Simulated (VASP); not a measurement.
# Lattice vibrations of ZrC, part 2 of 3

Aim: the phonon dispersion and thermal properties of ZrC. The start is a cell from a database of measured crystal structures.

VASP 6.6.1; LDA; plane waves and PAW (Zr_sv, C).

So far. Step 2 (Relax the host): The run ended after 3 ionic steps, 0.055 eV below its first step, once forces and stress met EDIFFG = -0.02. Step 3 (Relax the host again, on a new basis): The start already met the threshold, so nothing moved. The relaxed cell has a = 4.646 Å (conventional setting).

The database entry behind the starting cell differs from later determinations by our own check (an axis about 0.7 % long against later determinations), so it need not match the best structure at ambient conditions.

## 4. Tight relaxation

Force constants are second derivatives, so residual forces and stress must first be far smaller than in an ordinary relaxation. Smearing, mesh and cutoff differ from the relaxation before, which can move the cell too.

Input file INCAR:

```
SYSTEM = ZrC
PREC = Accurate
ENCUT = 480
EDIFF = 1E-08
NELM = 120
ISMEAR = 1
SIGMA = 0.2
LREAL = .FALSE.
ALGO = Fast
GGA = CA
NBANDS = 14
LASPH = .TRUE.
LORBIT = 11
LWAVE = .FALSE.
LCHARG = .FALSE.
KPAR = 4
IBRION = 1
NSW = 30
ISIF = 3
EDIFFG = -0.002
POTIM = 0.4
```

Input file POSCAR:

```
ZrC
1.0
    0.0000000000      2.3231868732      2.3231868732
    2.3231868732      0.0000000000      2.3231868732
    2.3231868732      2.3231868732      0.0000000000
Zr C
1 1
Direct
    0.5000000000      0.5000000000      0.5000000000
    0.0000000000      0.0000000000      0.0000000000
```

Input file KPOINTS:

```
Automatic mesh
0
Gamma
12 12 12
0 0 0
```

Potentials, in the order of the species: Zr_sv and C (LDA family, release 64).

Started as:

```
mpirun -np 4 vasp_std
```

What it wrote:

```text
[... set-up lines as in an earlier step ...]
 entering main loop
       N       E                     dE             d eps       ncg     rms          rms(c)
DAV:   1     0.935406768084E+02    0.93541E+02   -0.83762E+03  2032   0.109E+03
DAV:   2    -0.186954110459E+02   -0.11224E+03   -0.10543E+03  2576   0.295E+02
DAV:   3    -0.245188087476E+02   -0.58234E+01   -0.57848E+01  3116   0.585E+01
DAV:   4    -0.247114402185E+02   -0.19263E+00   -0.19253E+00  2502   0.682E+00
DAV:   5    -0.247133451155E+02   -0.19049E-02   -0.19048E-02  2784   0.694E-01    0.220E+01
RMM:   6    -0.214223361758E+02    0.32910E+01   -0.54641E+00  2059   0.138E+01    0.893E+00
RMM:   7    -0.212814692077E+02    0.14087E+00   -0.41496E-01  2256   0.477E+00    0.640E+00
RMM:   8    -0.212729988055E+02    0.84704E-02   -0.25691E-01  2264   0.300E+00    0.204E+00
RMM:   9    -0.212725571242E+02    0.44168E-03   -0.97192E-02  2422   0.157E+00    0.619E-01
RMM:  10    -0.212760349843E+02   -0.34779E-02   -0.33681E-02  2546   0.781E-01    0.457E-01
RMM:  11    -0.212771238805E+02   -0.10889E-02   -0.11032E-02  2543   0.582E-01    0.249E-01
RMM:  12    -0.212774427292E+02   -0.31885E-03   -0.31094E-03  2545   0.293E-01    0.687E-02
RMM:  13    -0.212775567476E+02   -0.11402E-03   -0.10177E-03  2704   0.168E-01    0.497E-02
RMM:  14    -0.212775918567E+02   -0.35109E-04   -0.31533E-04  2548   0.125E-01    0.652E-02
RMM:  15    -0.212776007082E+02   -0.88515E-05   -0.15171E-04  2606   0.702E-02    0.105E-02
RMM:  16    -0.212776070374E+02   -0.63292E-05   -0.57845E-05  2743   0.397E-02    0.876E-03
RMM:  17    -0.212776096596E+02   -0.26222E-05   -0.22531E-05  2762   0.236E-02    0.280E-03
RMM:  18    -0.212776109678E+02   -0.13082E-05   -0.99664E-06  2767   0.146E-02    0.115E-03
 num prob  num prob  num prob  num prob  num prob  num prob  num prob  num prob  num prob RMM:  19    -0.212776115932E+02   -0.62536E-06   -0.47503E-06  2545   0.974E-03    0.885E-04
 num prob  num prob  num prob  num prob  num prob  num prob  num prob  num prob  num prob  num prob  num prob  num prob  num prob  num prob  num prob RMM:  20    -0.212776119157E+02   -0.32249E-06   -0.24484E-06  2132   0.673E-03    0.337E-04
 num prob  num prob  num prob  num prob  num prob  num prob  num prob  num prob  num prob  num prob  num prob WARNING in EDDRMM: call to ZHEGV failed, returncode =   8  4      8
 num prob  num prob  num prob  num prob  num prob RMM:  21    -0.212776120872E+02   -0.17158E-06   -0.12924E-06  2034   0.496E-03    0.236E-04
 num prob  num prob  num prob  num prob  num prob  num prob  num prob  num prob  num prob  num prob  num prob  num prob  num prob  num prob  num prob  num prob  num prob  num prob  num prob  num prob  num prob  num prob  num prob  num prob  num prob  num prob  num prob  num prob  num prob  num prob RMM:  22    -0.212776121800E+02   -0.92771E-07   -0.68829E-07  1859   0.378E-03    0.188E-04
 num prob  num prob  num prob  num prob  num prob  num prob  num prob  num prob  num prob  num prob  num prob  num prob  num prob  num prob  num prob  num prob  num prob  num prob  num prob  num prob  num prob  num prob  num prob  num prob  num prob  num prob  num prob  num prob RMM:  23    -0.212776122323E+02   -0.52260E-07   -0.38394E-07  1787   0.307E-03    0.132E-04
 num prob  num prob  num prob  num prob  num prob  num prob  num prob  num prob  num prob  num prob  num prob  num prob  num prob  num prob  num prob  num prob  num prob  num prob  num prob  num prob  num prob  num prob  num prob RMM:  24    -0.212776122622E+02   -0.29964E-07   -0.24388E-07  1715   0.258E-03    0.107E-04
 num prob  num prob  num prob  num prob  num prob  num prob  num prob  num prob  num prob  num prob  num prob  num prob  num prob  num prob  num prob  num prob  num prob  num prob  num prob  num prob  num prob  num prob  num prob  num prob  num prob  num prob  num prob WARNING in EDDRMM: call to ZHEGV failed, returncode =   8  4      6
 num prob  num prob  num prob  num prob RMM:  25    -0.212776122773E+02   -0.15070E-07   -0.13105E-07  1578   0.209E-03    0.133E-04
 num prob  num prob  num prob  num prob  num prob  num prob  num prob  num prob  num prob  num prob  num prob  num prob  num prob  num prob  num prob  num prob  num prob  num prob  num prob  num prob  num prob  num prob  num prob  num prob  num prob  num prob  num prob  num prob  num prob RMM:  26    -0.212776122854E+02   -0.80659E-08   -0.72509E-08  1525   0.182E-03
   1 F= -.21277612E+02 E0= -.21277348E+02  d E =-.212776E+02
 BRION: g(F)=  0.817E-60 g(S)=  0.757E-05
 bond charge predicted
       N       E                     dE             d eps       ncg     rms          rms(c)
DAV:   1    -0.212776533654E+02   -0.41088E-04   -0.13925E-03  2154   0.389E-01    0.885E-02
RMM:   2    -0.212776161643E+02    0.37201E-04   -0.84787E-05  2018   0.919E-02    0.256E-02
RMM:   3    -0.212776083037E+02    0.78606E-05   -0.30573E-05  2173   0.482E-02    0.108E-02
RMM:   4    -0.212776096962E+02   -0.13925E-05   -0.14340E-05  2459   0.219E-02    0.823E-03
WARNING in EDDRMM: call to ZHEGV failed, returncode =   6  3      5
RMM:   5    -0.212776105729E+02   -0.87672E-06   -0.39516E-06  2544   0.974E-03    0.390E-03
RMM:   6    -0.212776110666E+02   -0.49372E-06   -0.14827E-06  2589   0.586E-03    0.217E-03
 num prob  num prob  num prob  num prob  num prob  num prob  num prob  num prob  num prob WARNING in EDDRMM: call to ZHEGV failed, returncode =   8  4      5
 num prob  num prob  num prob  num prob  num prob RMM:   7    -0.212776112283E+02   -0.16167E-06   -0.66212E-07  2317   0.456E-03    0.317E-04
 num prob  num prob  num prob  num prob  num prob  num prob  num prob  num prob  num prob  num prob  num prob  num prob RMM:   8    -0.212776112508E+02   -0.22568E-07   -0.15410E-07  2018   0.227E-03    0.479E-04
 num prob  num prob  num prob  num prob  num prob  num prob  num prob  num prob  num prob  num prob WARNING in EDDRMM: call to ZHEGV failed, returncode =   8  4      5
 num prob  num prob  num prob  num prob  num prob  num prob  num prob  num prob WARNING in EDDRMM: call to ZHEGV failed, returncode =   8  4      5
 num prob  num prob  num prob  num prob  num prob  num prob  num prob  num prob  num prob  num prob  num prob  num prob  num prob RMM:   9    -0.212776112557E+02   -0.48462E-08   -0.22114E-08  1599   0.147E-03
   2 F= -.21277611E+02 E0= -.21277347E+02  d E =0.102969E-05
 BRION: g(F)=  0.175E-63 g(S)=  0.112E-04 retain N=  1 mean eig= 0.45
 eig:   0.451
 bond charge predicted
       N       E                     dE             d eps       ncg     rms          rms(c)
DAV:   1    -0.212776273837E+02   -0.16133E-04   -0.42367E-04  2448   0.213E-01    0.490E-02
RMM:   2    -0.212776156563E+02    0.11727E-04   -0.25925E-05  2016   0.508E-02    0.144E-02
RMM:   3    -0.212776130899E+02    0.25664E-05   -0.95939E-06  2176   0.270E-02    0.604E-03
WARNING in EDDRMM: call to ZHEGV failed, returncode =   6  3      6
RMM:   4    -0.212776134757E+02   -0.38577E-06   -0.44294E-06  2429   0.123E-02    0.456E-03
 num prob  num prob RMM:   5    -0.212776137266E+02   -0.25088E-06   -0.11768E-06  2423   0.534E-03    0.211E-03
 num prob  num prob  num prob  num prob  num prob  num prob RMM:   6    -0.212776138717E+02   -0.14508E-06   -0.43996E-07  2234   0.318E-03    0.996E-04
 num prob  num prob  num prob  num prob  num prob  num prob  num prob  num prob  num prob  num prob RMM:   7    -0.212776139155E+02   -0.43832E-07   -0.18576E-07  2028   0.238E-03    0.832E-05
 num prob  num prob  num prob  num prob  num prob  num prob  num prob  num prob  num prob  num prob  num prob  num prob  num prob  num prob  num prob  num prob  num prob  num prob  num prob  num prob  num prob  num prob  num prob  num prob  num prob  num prob  num prob  num prob  num prob  num prob  num prob  num prob RMM:   8    -0.212776139160E+02   -0.53137E-09    0.11683E-09  1528   0.127E-03
   3 F= -.21277614E+02 E0= -.21277350E+02  d E =-.266034E-05
 BRION: g(F)=  0.510E-59 g(S)=  0.159E-07 retain N=  1 mean eig= 0.47
 eig:   0.469
 reached required accuracy - stopping structural energy minimisation
```

Wall time 24 s (4 MPI ranks of AMD EPYC 7R43, shared host); peak memory 0.45 GiB; 93 s of CPU time.

From OUTCAR (step 4):

```text
The static configuration has the point symmetry O_h .

 Found     72 irreducible k-points:

   k-points           NKPTS =     72   k-points in BZ     NKDIM =     72   number of bands    NBANDS=     14

   ENCUT  =  480.0 eV  35.28 Ry    5.94 a.u.   5.87  5.87  5.87*2*pi/ulx,y,z

   NELECT =      16.0000    total number of electrons

 E-fermi :   9.8960

 k-point     1 :       0.0000    0.0000    0.0000
  band No.  band energies     occupation
      1     -37.8153      2.00000
      2     -15.6487      2.00000
      3     -15.6487      2.00000
      4     -15.6487      2.00000
      5      -1.4132      2.00000
      6      10.8090     -0.00000
      7      10.8090     -0.00000
      8      10.8090     -0.00000
      9      10.9049     -0.00000
     10      10.9049     -0.00000
    ...

 k-point     2 :       0.0833    0.0000    0.0000
  band No.  band energies     occupation
    ...
      2     -15.7207      2.00000
      3     -15.6548      2.00000
      4     -15.6548      2.00000
      5      -1.2438      2.00000
      6       9.7156      2.02355
      7       9.9734      0.39632
      8       9.9734      0.39632
      9      11.2222     -0.00000
     10      11.2222     -0.00000
     11      11.6560     -0.00000
    ...

  Total        0.0005241      0.0005241      0.0005241      0.0000000      0.0000000      0.0000000
  in kB        0.0334928      0.0334928      0.0334928      0.0000000      0.0000000      0.0000000
  external PRESSURE =       0.0334928 kB  Pullay stress =       0.0000000 kB

  energy-cutoff  :      480.00
  volume of cell :       25.07
      direct lattice vectors                 reciprocal lattice vectors
    -0.000000000  2.322955772  2.322955772    -0.215243013  0.215243013  0.215243013
     2.322955772  0.000000000  2.322955772     0.215243013 -0.215243013  0.215243013
     2.322955772  2.322955772  0.000000000     0.215243013  0.215243013 -0.215243013

 POSITION                                       TOTAL-FORCE (eV/Angst)
 -----------------------------------------------------------------------------------
      2.32296      2.32296      2.32296         0.000000      0.000000     -0.000000
     -0.00000     -0.00000     -0.00000        -0.000000     -0.000000      0.000000
 -----------------------------------------------------------------------------------
    total drift:                                0.000000     -0.000000      0.000000

  FREE ENERGIE OF THE ION-ELECTRON SYSTEM (eV)
  ---------------------------------------------------
  free  energy   TOTEN  =       -21.2776139160 eV

  energy  without entropy=      -21.2768223989  energy(sigma->0) =      -21.27735008

 total charge
# of ion       s       p       d       tot
------------------------------------------
    1        2.185   6.053   1.699   9.937
    2        0.882   1.493   0.000   2.375
--------------------------------------------------
tot          3.067   7.545   1.699  12.312

[... 5 parts as in an earlier step ...]

[... 6 further parts left out ...]
```

Little changed from the start: no atom moved by 0.005 Å and no cell edge by 0.1 %.

Numbers from this step:

- electronic cycles: 43
- free energy (TOTEN): -21.28 eV
- energy at zero smearing: -21.28 eV
- Fermi energy: 9.896 eV
- pressure: 0.003349 GPa

The run ended after 3 ionic steps, 0.000 eV below its first step, once forces and stress met EDIFFG = -0.002.

(Continued in part 3 of 3.)

[Lines on the potential files, build, host, timing and source positions are cut from VASP's logs without a mark.]

[Logs are printed without paths, hosts, clocks, repeated set-up lines and the standing remarks that a program may print on its own settings, such as how far it seeks lower states.]

[Hosts, paths, dates, database ids (printed as entryN), source tags and the programs' standing remarks are cut or masked in the printed files.]

[Runs that stopped without an error message from VASP are left out.]
